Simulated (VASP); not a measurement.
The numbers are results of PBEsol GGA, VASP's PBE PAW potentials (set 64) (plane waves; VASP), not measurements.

A VASP calculation is set up with these files.

INCAR:
```
SYSTEM = Ga4As3Sb
PREC = Accurate
ENCUT = 400
EDIFF = 1E-7
NELM = 100
ALGO = Normal
LREAL = .FALSE.
LASPH = .TRUE.
ISMEAR = -5
GGA = PS
LMAXMIX = 4
LWAVE = .FALSE.
LCHARG = .TRUE.
LORBIT = 11
NEDOS = 601
ISIF = 2
LEFG = .TRUE.
```

**POSCAR**
```
Ga4As3Sb
11.5502250
  0.4999999825   0.0000000000   0.0000000000
  0.0000000000   0.4999999825   0.0000000000
  0.0000000000   0.0000000000   0.4999999825
Ga Sb As
4 1 3
Cart
  0.4957207557   0.4957207557   0.4957207557
  0.2542792181   0.2542792181   0.4957207557
  0.2542792181   0.4957207557   0.2542792181
  0.4957207557   0.2542792181   0.2542792181
  0.1249999956   0.1249999956   0.1249999956
  0.3749999869   0.3749999869   0.1249999956
  0.3749999869   0.1249999956   0.3749999869
  0.1249999956   0.3749999869   0.3749999869
```

**KPOINTS**
```
Automatic mesh
0
Gamma
6 6 6
0 0 0
```

POTCAR, in this order: Ga_d Sb As (PBE.64 set). Program: vasp_std.

Output

### OSZICAR
```
       N       E                     dE             d eps       ncg     rms          rms(c)
DAV:   1     0.550626504933E+03    0.55063E+03   -0.28762E+04  1795   0.198E+03
DAV:   2     0.484135002953E+02   -0.50221E+03   -0.49078E+03  1883   0.509E+02
DAV:   3    -0.310243280079E+02   -0.79438E+02   -0.77515E+02  1948   0.156E+02
DAV:   4    -0.357706404092E+02   -0.47463E+01   -0.47079E+01  2149   0.385E+01
DAV:   5    -0.359022728070E+02   -0.13163E+00   -0.13141E+00  2020   0.625E+00    0.609E+00
DAV:   6    -0.353393164683E+02    0.56296E+00   -0.10515E+00  2392   0.118E+01    0.359E+00
DAV:   7    -0.352263738186E+02    0.11294E+00   -0.49372E-01  2004   0.334E+00    0.957E-01
DAV:   8    -0.352230204432E+02    0.33534E-02   -0.97232E-02  2122   0.316E+00    0.235E-01
DAV:   9    -0.352236046266E+02   -0.58418E-03   -0.11627E-02  2261   0.124E+00    0.981E-02
DAV:  10    -0.352236808899E+02   -0.76263E-04   -0.14061E-03  2066   0.293E-01    0.463E-02
DAV:  11    -0.352238157353E+02   -0.13485E-03   -0.36965E-04  2087   0.119E-01    0.134E-02
DAV:  12    -0.352238129984E+02    0.27370E-05   -0.58891E-05  2012   0.729E-02    0.925E-03
DAV:  13    -0.352238127080E+02    0.29040E-06   -0.63364E-06  2347   0.130E-02    0.490E-03
DAV:  14    -0.352238127066E+02    0.13933E-08   -0.19048E-06  2343   0.108E-02    0.147E-03
DAV:  15    -0.352238130238E+02   -0.31726E-06   -0.70144E-07  1728   0.347E-03    0.118E-03
DAV:  16    -0.352238129437E+02    0.80168E-07   -0.66257E-08  1013   0.160E-03
   1 F= -.35223813E+02 E0= -.35223813E+02  d E =0.000000E+00
```

### OUTCAR
```
------------------------ aborting loop because EDIFF is reached ----------------------------------------
  FORCE on cell =-STRESS in cart. coord.  units (eV):
  Direction    XX          YY          ZZ          XY          YZ          ZX
  --------------------------------------------------------------------------------------
  Total       -0.0134667     -0.0134667     -0.0134667      0.0000000      0.0000000     -0.0000000
  in kB       -0.1120190     -0.1120190     -0.1120190      0.0000000      0.0000000     -0.0000000
  external PRESSURE =      -0.1120190 kB  Pullay stress =       0.0000000 kB
  volume of cell :      192.61
      direct lattice vectors                 reciprocal lattice vectors
     5.775112298  0.000000000  0.000000000     0.173156806  0.000000000  0.000000000
     0.000000000  5.775112298  0.000000000     0.000000000  0.173156806  0.000000000
     0.000000000  0.000000000  5.775112298     0.000000000  0.000000000  0.173156806
 POSITION                                       TOTAL-FORCE (eV/Angst)
 -----------------------------------------------------------------------------------
      5.72569      5.72569      5.72569         0.009837      0.009837      0.009837
      2.93698      2.93698      5.72569        -0.009837     -0.009837      0.009837
      2.93698      5.72569      2.93698        -0.009837      0.009837     -0.009837
      5.72569      2.93698      2.93698         0.009837     -0.009837     -0.009837
      1.44378      1.44378      1.44378         0.000000      0.000000     -0.000000
      4.33133      4.33133      1.44378        -0.000000      0.000000      0.000000
      4.33133      1.44378      4.33133        -0.000000     -0.000000     -0.000000
      1.44378      4.33133      4.33133         0.000000      0.000000     -0.000000
 -----------------------------------------------------------------------------------
    total drift:                               -0.000000     -0.000000      0.000000
  FREE ENERGIE OF THE ION-ELECTRON SYSTEM (eV)
  ---------------------------------------------------
  free  energy   TOTEN  =       -35.2238129437 eV

  energy  without entropy=      -35.2238129437  energy(sigma->0) =      -35.22381294

 total charge

# of ion       s       p       d       tot
------------------------------------------
    1        0.892   0.787   9.984  11.664
    2        0.892   0.787   9.984  11.664
    3        0.892   0.787   9.984  11.664
    4        0.892   0.787   9.984  11.664
    5        1.124   1.402   0.030   2.556
    6        1.218   1.560   0.030   2.808
    7        1.218   1.560   0.030   2.808
    8        1.218   1.560   0.030   2.808
--------------------------------------------------
tot          8.344   9.232  40.058  57.633
```
(Selected blocks of OUTCAR.)

**OUTCAR**
```
 val. band max:        4.1212123517   @ k =   0.0000   0.0000   0.0000

 cond. band min:       4.1212123518   @ k =   0.0000   0.0000   0.0000


 Fermi energy:         4.1215126772

 k-point     1 :       0.0000    0.0000    0.0000
  band No.  band energies     occupation
      1     -10.8611      2.00000
      2     -10.8611      2.00000
      3     -10.8422      2.00000
      4     -10.7628      2.00000
      5     -10.7628      2.00000
      6     -10.7628      2.00000
      7     -10.7259      2.00000
      8     -10.7259      2.00000
      9     -10.7259      2.00000
     10     -10.7159      2.00000
     11     -10.7159      2.00000
     12     -10.7159      2.00000
     13     -10.7129      2.00000
     14     -10.7129      2.00000
     15     -10.7129      2.00000
     16     -10.6926      2.00000
     17     -10.6926      2.00000
     18     -10.6818      2.00000
     19     -10.6818      2.00000
     20     -10.6818      2.00000
     21      -8.4161      2.00000
     22      -6.2647      2.00000
     23      -6.2647      2.00000
     24      -4.9779      2.00000
     25      -2.7629      2.00000
     26      -2.7629      2.00000
     27      -2.7629      2.00000
     28       1.3253      2.00000
     29       1.3253      2.00000
     30       1.3253      2.00000
     31       1.4718      2.00000
     32       1.4718      2.00000
     33       1.4718      2.00000
     34       4.1054      2.00000
     35       4.1212      2.00000
     36       4.1212      2.00000
     37       4.1212      0.00000
     38       5.4310      0.00000
     39       5.4310      0.00000
     40       5.4310      0.00000
     41       5.4343      0.00000
     42       5.4343      0.00000
     43       5.5574      0.00000

 k-point     2 :       0.1667    0.0000    0.0000
  band No.  band energies     occupation
      1     -10.8592      2.00000
      2     -10.8572      2.00000
      3     -10.8391      2.00000
      4     -10.7697      2.00000
      5     -10.7602      2.00000
...
```

For a metal the tetrahedron method with Blöchl corrections gives inexact stress and forces. Unless said otherwise, spin-orbit coupling is left out, though it shifts the bands of the heavy elements here.

The structure was generated: Ga4As3Sb was put into an ordered model structure (P-43m), which need not be its known phase. It was relaxed first.
